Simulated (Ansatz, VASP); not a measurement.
**Cross-check of HfC between VASP and Ansatz**

Aim: how closely do two programs agree when they are given the same cell, functional and k mesh? The cell is taken from a series of runs on this material, whose earlier steps may have relaxed, scaled, displaced or heated it; both programs get it as it stands.

Main program and level: Ansatz 0.2.0; plane waves, with VASP 6.6.1 beside it; zone-centre phonons at PBEsol.

### Step 1. Set-up

It takes space group I4/mmm (No. 139, tetragonal). Conventional cell: a = 3.355 Å, b = 3.355 Å, c = 4.557 Å, α = 90.00°, β = 90.00°, γ = 90.00°. Nearest to C lie 6 Hf at 2.28 to 2.37 Å. Nearest to Hf lie 6 C at 2.28 to 2.37 Å. Farther neighbours are not listed.

Structure file:

```cif
data_structure
_symmetry_space_group_name_H-M 'I4/mmm'
_symmetry_Int_Tables_number 139
_cell_length_a 3.3555
_cell_length_b 3.3555
_cell_length_c 4.5566
_cell_angle_alpha 90.000
_cell_angle_beta 90.000
_cell_angle_gamma 90.000
_cell_volume 51.30
loop_
_atom_site_label
_atom_site_type_symbol
_atom_site_symmetry_multiplicity
_atom_site_Wyckoff_symbol
_atom_site_fract_x
_atom_site_fract_y
_atom_site_fract_z
_atom_site_occupancy
C1 C 2 a 0.00000 0.00000 0.00000 1
Hf1 Hf 2 b 0.00000 0.00000 0.50000 1
```

### Step 2. VASP: zone-centre phonons, PBEsol

Second derivatives magnify differences that forces hide, and they need a tight electronic threshold.

Lines of VASP's logs that name or quote its potential files are left out, and so is its time.

INCAR reads:

```
SYSTEM = HfC
PREC = Accurate
ENCUT = 600
EDIFF = 1E-08
NELM = 120
ISMEAR = 1
SIGMA = 0.2
LREAL = .FALSE.
ALGO = Normal
GGA = PS
NBANDS = 13
LASPH = .TRUE.
LORBIT = 11
LWAVE = .FALSE.
LCHARG = .FALSE.
ISIF = 2
IBRION = 8
GGA_COMPAT = .FALSE.
KPAR = 2
```

POSCAR reads:

```
HfC
1.0
    0.0000000000      2.3726874727      2.2783014240
    2.3726874727      0.0000000000      2.2783014240
    2.3726874727      2.3726874727      0.0000000000
C Hf
1 1
Direct
    0.0000000000      0.0000000000      0.0000000000
    0.5000000000      0.5000000000      0.5000000000
```

KPOINTS reads:

```
Automatic mesh
0
Gamma
16 16 16
0 0 0
```

The projector-augmented-wave data sets are C and Hf_pv (PBE family, release 64).

Command:

```bash
> mpirun -np 2 vasp_std
```

Numbers of over 12 decimals in the logs are rounded to 6 here.

Log:

```text
[banner, memory and clock lines left out]
running    2 mpi-ranks, on    1 nodes
 distrk:  each k-point on    1 cores,    2 groups
 distr:  one band on    1 cores,    1 groups

 POSCAR found type information on POSCAR C Hf
 POSCAR found :  2 types and       2 ions
|                                                                             |
|               ----> ADVICE to this user running VASP <----                  |
|                                                                             |
|     You enforced a specific xc type in the INCAR file but a different       |
|     [... a line on the potential file left out ...]
|     I HOPE YOU KNOW WHAT YOU ARE DOING!                                     |
|                                                                             |

 LDA part: xc-table for (Slater+PW92), standard interpolation
 POSCAR, INCAR and KPOINTS ok, starting setup
 FFT: planning ... GRIDC
 FFT: planning ... GRID_SOFT
 FFT: planning ... GRID
 WAVECAR not read
 entering main loop
       N       E                     dE             d eps       ncg     rms          rms(c)
DAV:   1     0.242732876710E+02    0.24273E+02   -0.85295E+03  9082   0.118E+03
DAV:   2    -0.232772481042E+02   -0.47551E+02   -0.44493E+02 11415   0.219E+02
DAV:   3    -0.250460345194E+02   -0.17688E+01   -0.17581E+01 11480   0.299E+01
DAV:   4    -0.250565361758E+02   -0.10502E-01   -0.10500E-01  9992   0.273E+00
DAV:   5    -0.250566115721E+02   -0.75396E-04   -0.75395E-04 11399   0.214E-01    0.564E+01
DAV:   6    -0.222079466130E+02    0.28487E+01   -0.12662E+01 10489   0.186E+01    0.402E+01
DAV:   7    -0.221386666205E+02    0.69280E-01   -0.59644E-01 10279   0.540E+00    0.238E+01
DAV:   8    -0.221257953600E+02    0.12871E-01   -0.81176E-02 11024   0.224E+00    0.568E+00
DAV:   9    -0.221186490789E+02    0.71463E-02   -0.31546E-02 10649   0.990E-01    0.199E+00
DAV:  10    -0.221181709879E+02    0.47809E-03   -0.19668E-03 10894   0.320E-01    0.667E-02
DAV:  11    -0.221181688689E+02    0.21190E-05   -0.93732E-05 10714   0.866E-02    0.339E-02
DAV:  12    -0.221181686031E+02    0.26576E-06   -0.23880E-06 11233   0.133E-02    0.408E-03
DAV:  13    -0.221181684529E+02    0.15023E-06   -0.30835E-07 11256   0.358E-03    0.105E-03
DAV:  14    -0.221181684281E+02    0.24798E-07   -0.25180E-08 10058   0.138E-03    0.430E-04
DAV:  15    -0.221181684375E+02   -0.93792E-08   -0.20429E-09  5007   0.409E-04
   1 F= -.22118168E+02 E0= -.22118161E+02  d E =-.211561E-04
 Linear response reoptimize wavefunctions to high precision
DAV:   1    -0.221181684409E+02   -0.34133E-08   -0.40956E-10  5777   0.179E-04
DAV:   2    -0.221181684409E+02   -0.65938E-11   -0.36413E-11  4812   0.527E-05
 Linear response DOF=           4
 Linear response progress:
  Degree of freedom:   1/  4
       N       E                     dE             d eps       ncg     rms          rms(c)
RMM:   1    -0.119213731690E+00   -0.11921E+00    0.44507E-02 35789   0.182E+00
RMM:   2    -0.117225507759E+00    0.19882E-02   -0.27584E-03 25899   0.321E-01    0.334E-01
RMM:   3    -0.117595545939E+00   -0.37004E-03   -0.55309E-04 23680   0.134E-01    0.173E-01
RMM:   4    -0.118443031408E+00   -0.84749E-03   -0.35128E-04 24618   0.103E-01    0.324E-02
RMM:   5    -0.118444624268E+00   -0.15929E-05   -0.96092E-06 26958   0.225E-02    0.948E-03
RMM:   6    -0.118442357910E+00    0.22664E-05   -0.44868E-07 28476   0.430E-03    0.442E-03
RMM:   7    -0.118432860378E+00    0.94975E-05   -0.80472E-08 27559   0.185E-03    0.269E-03
RMM:   8    -0.118435527076E+00   -0.26667E-05   -0.13760E-08 28495   0.751E-04    0.343E-04
RMM:   9    -0.118434927114E+00    0.59996E-06   -0.17663E-09 30203   0.150E-04    0.211E-04
RMM:  10    -0.118434915860E+00    0.11254E-07    0.32178E-10 30547   0.386E-05    0.476E-05
RMM:  11    -0.118434907881E+00    0.79786E-08    0.63009E-12 29545   0.113E-05    0.898E-06
 first order change of Fermi-energy  -0.13712E-02
 force on displaced ion       1 direction 1 :  -5.450   0.000   0.000
 Linear response progress:
  Degree of freedom:   2/  4
       N       E                     dE             d eps       ncg     rms          rms(c)
RMM:   1    -0.124600401969E+00   -0.12460E+00    0.23714E-02 19768   0.194E+00
RMM:   2    -0.119273695950E+00    0.53267E-02   -0.42459E-03 14576   0.375E-01    0.520E-01
RMM:   3    -0.119652616992E+00   -0.37892E-03   -0.76673E-04 13316   0.156E-01    0.276E-01
RMM:   4    -0.120602350912E+00   -0.94973E-03   -0.41420E-04 13679   0.113E-01    0.434E-02
RMM:   5    -0.120590603130E+00    0.11748E-04   -0.12518E-05 14805   0.260E-02    0.127E-02
RMM:   6    -0.120593666706E+00   -0.30636E-05   -0.47833E-07 15877   0.464E-03    0.494E-03
RMM:   7    -0.120581328119E+00    0.12339E-04   -0.12318E-07 15056   0.241E-03    0.268E-03
RMM:   8    -0.120586107103E+00   -0.47790E-05   -0.16146E-08 15811   0.817E-04    0.501E-04
RMM:   9    -0.120585056270E+00    0.10508E-05    0.30550E-09 16705   0.182E-04    0.185E-04
RMM:  10    -0.120584930188E+00    0.12608E-06    0.78843E-09 16884   0.481E-05    0.332E-05
RMM:  11    -0.120584935698E+00   -0.55110E-08   -0.35094E-09 16689   0.146E-05    0.636E-06
 first order change of Fermi-energy   0.14462E-02
 force on displaced ion       1 direction 3 :   0.000   0.000  -9.814
 Linear response progress:
  Degree of freedom:   3/  4
       N       E                     dE             d eps       ncg     rms          rms(c)
RMM:   1    -0.217500362545E+00   -0.21750E+00    0.35668E+00 17945   0.119E+01
RMM:   2    -0.214832095861E+00    0.26683E-02   -0.31519E-02 24902   0.129E+00    0.454E-01
RMM:   3    -0.214143172392E+00    0.68892E-03   -0.97870E-04 31341   0.155E-01    0.171E-01
RMM:   4    -0.213673477681E+00    0.46969E-03   -0.74972E-05 33727   0.522E-02    0.118E-01
RMM:   5    -0.213206804235E+00    0.46667E-03   -0.27383E-05 32813   0.394E-02    0.120E-02
RMM:   6    -0.213193491008E+00    0.13313E-04   -0.16297E-06 34306   0.982E-03    0.411E-03
RMM:   7    -0.213204997485E+00   -0.11506E-04   -0.19310E-07 35090   0.258E-03    0.480E-03
RMM:   8    -0.213205413931E+00   -0.41645E-06   -0.72302E-07 35163   0.566E-04    0.127E-03
RMM:   9    -0.213205597396E+00   -0.18347E-06   -0.85736E-07 36942   0.260E-04    0.210E-04
RMM:  10    -0.213205861793E+00   -0.26440E-06   -0.69456E-07 35833   0.854E-05    0.350E-05
RMM:  11    -0.213205917889E+00   -0.56096E-07   -0.31622E-07 39043   0.312E-05    0.317E-05
RMM:  12    -0.213205924384E+00   -0.64944E-08   -0.15192E-07 34714   0.108E-05    0.219E-05
RMM:  13    -0.213205932644E+00   -0.82599E-08   -0.81963E-08 31108   0.596E-06    0.681E-07
 first order change of Fermi-energy   0.14684E-02
 force on displaced ion       2 direction 1 :  -5.451   0.000   0.000
 Linear response progress:
  Degree of freedom:   4/  4
       N       E                     dE             d eps       ncg     rms          rms(c)
RMM:   1    -0.213761533974E+00   -0.21376E+00    0.39497E+00 10109   0.123E+01
RMM:   2    -0.210782522614E+00    0.29790E-02   -0.32334E-02 14031   0.132E+00    0.599E-01
RMM:   3    -0.209914668310E+00    0.86785E-03   -0.10659E-03 17498   0.171E-01    0.269E-01
RMM:   4    -0.209315238174E+00    0.59943E-03   -0.10647E-04 18639   0.658E-02    0.154E-01
RMM:   5    -0.208849142126E+00    0.46610E-03   -0.36991E-05 18661   0.441E-02    0.170E-02
RMM:   6    -0.208841752566E+00    0.73896E-05   -0.33538E-06 18661   0.124E-02    0.873E-03
RMM:   7    -0.208848788097E+00   -0.70355E-05    0.12180E-06 20095   0.279E-03    0.847E-03
RMM:   8    -0.208848739870E+00    0.48228E-07   -0.31780E-06 19729   0.718E-04    0.255E-03
RMM:   9    -0.208849139033E+00   -0.39916E-06   -0.30616E-06 20650   0.352E-04    0.329E-05
RMM:  10    -0.208849539191E+00   -0.40016E-06   -0.22248E-06 20090   0.123E-04    0.144E-05
RMM:  11    -0.208849629050E+00   -0.89859E-07   -0.11098E-06 21635   0.503E-05    0.366E-05
RMM:  12    -0.208849652896E+00   -0.23846E-07   -0.59929E-07 20514   0.233E-05    0.457E-05
RMM:  13    -0.208849671728E+00   -0.18832E-07   -0.31893E-07 18817   0.129E-05    0.926E-06
RMM:  14    -0.208849666898E+00    0.48300E-08   -0.18794E-07 15082   0.802E-06    0.151E-05
RMM:  15    -0.208849668887E+00   -0.19884E-08   -0.10433E-07 12527   0.535E-06    0.118E-05
RMM:  16    -0.208849672260E+00   -0.33733E-08   -0.58778E-08 11875   0.411E-06    0.500E-06
 first order change of Fermi-energy  -0.12049E-02
 force on displaced ion       2 direction 3 :   0.000   0.000  -9.813
 Linear response finished
```

Parts of OUTCAR (step 2):

```text
ion  position               nearest neighbor table
   1  0.000  0.000  0.000-   2 2.28   2 2.28   2 2.37   2 2.37   2 2.37   2 2.37
   2  0.500  0.500  0.500-   1 2.28   1 2.28   1 2.37   1 2.37   1 2.37   1 2.37

  LATTYP: Found a body centered tetragonal cell.
 ALAT       =     3.3554868032
 C/A-ratio  =     1.3579558244

 Subroutine GETGRP returns: Found 16 space group operations
 (whereof 16 operations were pure point group operations)

The static configuration has the point symmetry D_4h.

 Found    349 irreducible k-points:

   k-points           NKPTS =    349   k-points in BZ     NKDIM =    349   number of bands    NBANDS=     13

   dimension x,y,z NGX =    28 NGY =   28 NGZ =   28
   dimension x,y,z NGXF=    56 NGYF=   56 NGZF=   56

   ENCUT  =  600.0 eV  44.10 Ry    6.64 a.u.   6.57  6.57  6.70*2*pi/ulx,y,z

   NELECT =      14.0000    total number of electrons

 k-points in reciprocal lattice and weights: Automatic mesh
   0.00000000  0.00000000  0.00000000       0.000
   0.06250000  0.00000000  0.00000000       0.002
   0.12500000  0.00000000  0.00000000       0.002
   0.18750000  0.00000000  0.00000000       0.002
   0.25000000  0.00000000  0.00000000       0.002
   0.31250000  0.00000000  0.00000000       0.002
   0.37500000  0.00000000  0.00000000       0.002
   0.43750000  0.00000000  0.00000000       0.002
   0.50000000  0.00000000  0.00000000       0.001
[...]
-0.31250000  0.18750000  0.50000000       0.001
  -0.25000000  0.25000000  0.50000000       0.000

 average (electrostatic) potential at core
       1 -48.0674       2 -35.5354

  Total       -2.5431167     -2.5431167     -0.0693509      0.0000000      0.0000000      0.0000000
  in kB     -158.8380788   -158.8380788     -4.3315189      0.0000000      0.0000000      0.0000000
  external PRESSURE =    -107.3358922 kB  Pullay stress =       0.0000000 kB

  energy-cutoff  :      600.00
  volume of cell :       25.65
      direct lattice vectors                 reciprocal lattice vectors
     0.000000000  2.372687473  2.278301424    -0.210731504  0.210731504  0.219461742
     2.372687473  0.000000000  2.278301424     0.210731504 -0.210731504  0.219461742
     2.372687473  2.372687473  0.000000000     0.210731504  0.210731504 -0.219461742

 POSITION                                       TOTAL-FORCE (eV/Angst)
 -----------------------------------------------------------------------------------
      0.00000      0.00000      0.00000         0.000000      0.000000     -0.000000
      2.37269      2.37269      2.27830        -0.000000     -0.000000      0.000000
 -----------------------------------------------------------------------------------
    total drift:                                0.000000      0.000000      0.000000

 Eigenvectors and eigenvalues of the dynamical matrix
 ----------------------------------------------------

   1 f  =   14.598991 THz    91.728163 2PiTHz  486.969910 cm-1    60.376547 meV
             X         Y         Z           dx          dy          dz
      0.000000  0.000000  0.000000     0.000000   -0.000000   -0.967965
      2.372687  2.372687  2.278301     0.000000    0.000000    0.251084

   2 f  =   10.879681 THz    68.359053 2PiTHz  362.907099 cm-1    44.994725 meV
             X         Y         Z           dx          dy          dz
      0.000000  0.000000  0.000000     0.967956   -0.000000    0.000000
      2.372687  2.372687  2.278301    -0.251120    0.000000    0.000000

   3 f  =   10.879681 THz    68.359053 2PiTHz  362.907099 cm-1    44.994725 meV
             X         Y         Z           dx          dy          dz
      0.000000  0.000000  0.000000    -0.000000   -0.967956    0.000000
      2.372687  2.372687  2.278301    -0.000000    0.251120   -0.000000

   4 f/i=    0.000195 THz     0.001225 2PiTHz    0.006503 cm-1     0.000806 meV
             X         Y         Z           dx          dy          dz
      0.000000  0.000000  0.000000    -0.000000   -0.000000    0.251084
      2.372687  2.372687  2.278301    -0.000000   -0.000000    0.967965

   5 f/i=    0.000261 THz     0.001639 2PiTHz    0.008700 cm-1     0.001079 meV
             X         Y         Z           dx          dy          dz
      0.000000  0.000000  0.000000    -0.021909   -0.250162   -0.000000
      2.372687  2.372687  2.278301    -0.084451   -0.964265   -0.000000

   6 f/i=    0.000261 THz     0.001639 2PiTHz    0.008700 cm-1     0.001079 meV
             X         Y         Z           dx          dy          dz
      0.000000  0.000000  0.000000    -0.250162    0.021909    0.000000
      2.372687  2.372687  2.278301    -0.964265    0.084451    0.000000

 ELASTIC MODULI CONTR FROM IONIC RELAXATION (kBar)
 Direction    XX          YY          ZZ          XY          YZ          ZX
 --------------------------------------------------------------------------------
 XX           0.0000      0.0000      0.0000      0.0000      0.0000      0.0000
 YY           0.0000      0.0000      0.0000      0.0000      0.0000      0.0000
 ZZ           0.0000      0.0000      0.0000      0.0000      0.0000      0.0000
 XY           0.0000      0.0000      0.0000      0.0000      0.0000      0.0000
 YZ           0.0000      0.0000      0.0000      0.0000      0.0000      0.0000
 ZX           0.0000      0.0000      0.0000      0.0000      0.0000      0.0000
 --------------------------------------------------------------------------------
```

Harder data sets than Hf_pv exist (the GW ones), and pressures, volumes and forces can shift noticeably with them.

(Continued in part 2 of 2.)

[Lines on the potential files, build, host, timing and source positions are cut from VASP's logs without a mark.]

[Logs are printed without paths, hosts, clocks, repeated set-up lines and the standing remarks that a program may print on its own settings, such as how far it seeks lower states.]

[Hosts, paths, dates, database ids (printed as entryN), source tags and the programs' standing remarks are cut or masked in the printed files.]
